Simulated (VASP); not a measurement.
Fe (bcc) is relaxed at rising pressure, each step from the one before. Symmetry mostly holds the structure type, and other phases were not tried. The mesh follows the cell, and a change of mesh leaves a small step in the series.

Given:

```cif
data_Fe
_chemical_formula_sum 'Fe1'
_space_group_name_H-M_alt 'P 1'
_space_group_IT_number 1
_cell_length_a 2.41377
_cell_length_b 2.41377
_cell_length_c 2.41377
_cell_angle_alpha 109.471
_cell_angle_beta 109.471
_cell_angle_gamma 109.471
loop_
_space_group_symop_operation_xyz
  'x, y, z'
loop_
_atom_site_label
_atom_site_type_symbol
_atom_site_fract_x
_atom_site_fract_y
_atom_site_fract_z
_atom_site_occupancy
Fe1 Fe 0.00000 0.00000 0.00000 1
```
Starting moments (μB, in the order of the record's atoms Fe): 2.1.

Method: PBEsol GGA, VASP's PBE PAW potentials (set 64) (plane waves; VASP 6.6.1). Numerical set-up: 500 eV cut-off, 18×18×18 Γ-centred mesh, first-order Methfessel-Paxton smearing of 0.10 eV, potentials Fe.

| P (GPa) | V (Å³/atom) | H − H(0) (eV/atom) | space group | gap on the mesh (eV) | k-mesh |
|---|---|---|---|---|---|
| 0 | 10.83 | 0.000 | Im-3m | 0.00 | 18×18×18 |
| 5 | 10.61 | 0.334 | Im-3m | 0.00 | 18×18×18 |
| 10 | 10.40 | 0.662 | Im-3m | 0.00 | 18×18×18 |
| 20 | (withheld) | (withheld) | Im-3m | 0.00 | 19×19×19 |
| 30 | (withheld) | (withheld) | Im-3m | 0.00 | 19×19×19 |
| 45 | 9.36 | 2.810 | Im-3m | 0.00 | 19×19×19 |

Q: What belongs in the gaps?

A: 
- 20, V (Å³/atom): 10.03
- 20, H − H(0) (eV/atom): 1.301
- 30, V (Å³/atom): 9.73
- 30, H − H(0) (eV/atom): 1.917

Pressures at which the relaxation failed are left out.

The compound is Fe in the bcc structure. The spin order is the one that the start imposed; others were not tried in this run.
